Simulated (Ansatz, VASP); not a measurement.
RbCu: VASP beside Ansatz

The input INCAR:

```
  PREC = Accurate
  ENCUT = 520
  EDIFF = 1E-6
  ISMEAR = 0
  SIGMA = 0.1
  LREAL = False
  LASPH = True
  NELM = 60
  ALGO = Normal
  ISIF = 2
  LWAVE = False
  LCHARG = False
  GGA = PE
  NBANDS = 17
```

The input KPOINTS:

```
regular mesh
0
Gamma
  6 6 4
```

POSCAR

```
RbCu
1.0
    4.3659906700      0.0000000000      0.0000000000
   -2.1829953400      3.7810588400      0.0000000000
    0.0000000000      0.0000000000      6.0888533200
Rb Cu
1 1
Direct
    0.0000000000      0.0000000000      0.0000000000
    0.3333333300      0.6666666700      0.5000000000
```

Input for Ansatz:

```yaml
crystal:
  lattice:
    - [4.36599067, 0.0, 0.0]
    - [-2.18299534, 3.78105884, 0.0]
    - [0.0, 0.0, 6.08885332]
  atoms:
    - { symbol: Rb, position: [0.0, 0.0, 0.0] }
    - { symbol: Cu, position: [0.33333333, 0.66666667, 0.5] }
basis:
  ecutwfc: 420
kpoints:
  mp_grid: { grid: [6, 6, 4] }
hamiltonian:
  xc: pbe
scf:
  occupations: { method: gaussian, width: 0.1 }
  lower_state_search: "off"
output:
  forces: true
  stress: true
  eigenvalues: true
```

Alike in both runs: task single point; functional PBE; k mesh 6 × 6 × 4; occupations gaussian, width 0.1 eV; no spin polarisation.

```csv
,VASP,Ansatz
version,VASP 6.6.1,Ansatz 0.2.0
potentials or method,"VASP PAW PBE potentials, release 64 (Rb_sv, Cu)","scalar-relativistic, plane waves, PAW"
plane-wave cutoff (eV),520,420
valence electrons in the cell,20,28
```

Ansatz gave:

```
gap on the k mesh at the Fermi level (eV)       : none
pressure (GPa)                                  : -1.3
largest component of the traceless stress (GPa) : 3.06
```

Question: Which values does VASP return?

Answer: gap on the k mesh at the Fermi level (eV): none; pressure (GPa): -1.3; largest component of the traceless stress (GPa): 3.05.

A gap of «none» marks a metal or a gap that the smearing closes. The two sets of potentials don't hold the same shells in valence.
